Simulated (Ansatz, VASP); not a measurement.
# CaMg: VASP beside Ansatz

```xyz
2
Lattice="4.1281 0.0000 0.0000 0.0000 4.1281 0.0000 0.0000 0.0000 3.8616" Properties=species:S:1:pos:R:3 pbc="T T T"
Ca    0.0000    0.0000    1.9308
Mg    2.0640    2.0640    0.0000
```

Change from the starting cell: strain +0.0250 x Voigt [1, 1, 0, 0, 0, 0], atoms carried along.

Alike in both runs: task single point; functional LDA; k mesh 12 × 12 × 12; occupations gaussian, width 0.15 eV; no spin polarisation.

|  | VASP | Ansatz |
| --- | --- | --- |
| version | VASP 6.6.1 | Ansatz 0.2.0 |
| potentials or method | VASP PAW LDA potentials, release 64 (Ca_sv, Mg) | scalar-relativistic, plane waves, PAW |
| plane-wave cutoff (eV) | 520 | 420 |
| valence electrons in the cell | 12 | 20 |

```tsv
	VASP	Ansatz	Ansatz less VASP
gap on the k mesh at the Fermi level (eV)	none	none	-
pressure (GPa)	-3.2	-3.0	+0.18
largest component of the traceless stress (GPa)	0.52	0.51	-0.012
```

A gap of «none» marks a metal or a gap that the smearing closes. The two sets of potentials don't hold the same shells in valence.
